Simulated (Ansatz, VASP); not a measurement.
## Sc3Te: changing the dispersion correction

The cell as given:

```cif
data_structure
_symmetry_space_group_name_H-M 'Fm-3m'
_symmetry_Int_Tables_number 225
_cell_length_a 7.1390
_cell_length_b 7.1390
_cell_length_c 7.1390
_cell_angle_alpha 90.000
_cell_angle_beta 90.000
_cell_angle_gamma 90.000
_cell_volume 363.84
loop_
_atom_site_label
_atom_site_type_symbol
_atom_site_symmetry_multiplicity
_atom_site_Wyckoff_symbol
_atom_site_fract_x
_atom_site_fract_y
_atom_site_fract_z
_atom_site_occupancy
Sc1 Sc 8 c 0.25000 0.75000 0.75000 1
Sc2 Sc 4 b 0.50000 0.00000 0.00000 1
Te1 Te 4 a 0.00000 0.00000 0.00000 1
```

The cell comes from a database or a generator and needn't be the stable form of this composition.

Kept alike: task relaxation of cell and atoms; functional PBE; k mesh 5 × 5 × 5; occupations fermi-dirac, width 0.05 eV; no spin polarisation. Program: Ansatz, Ansatz PAW, cutoff 420 eV. The mesh is that of the run's cell of 4 atoms. No spin-orbit coupling.

| dispersion correction | volume (Å³/atom) |
| --- | --- |
| D3(BJ) | 21.373 |
| D4 | 21.711 |
| none | 22.672 |

The relaxations keep at least the cell's symmetry (Fm-3m). For a metal such a mesh leaves the last digits unconverged. Relaxations stop with a little pressure left, so the last digits of a volume or edge aren't settled.

The volume runs from 21.373 (D3(BJ)) to 22.672 Å³/atom (none). Against no correction: D3(BJ) -5.7 %; D4 -4.2 %. Dispersion terms mostly attract and so lower the volume; the schemes' coefficients and damping set how far. A twin series (VASP, PBE PAW files Sc_sv, Te, 600 eV) moves it by +1.3321 between D3(BJ) and none, against +1.2989 Å³/atom here.
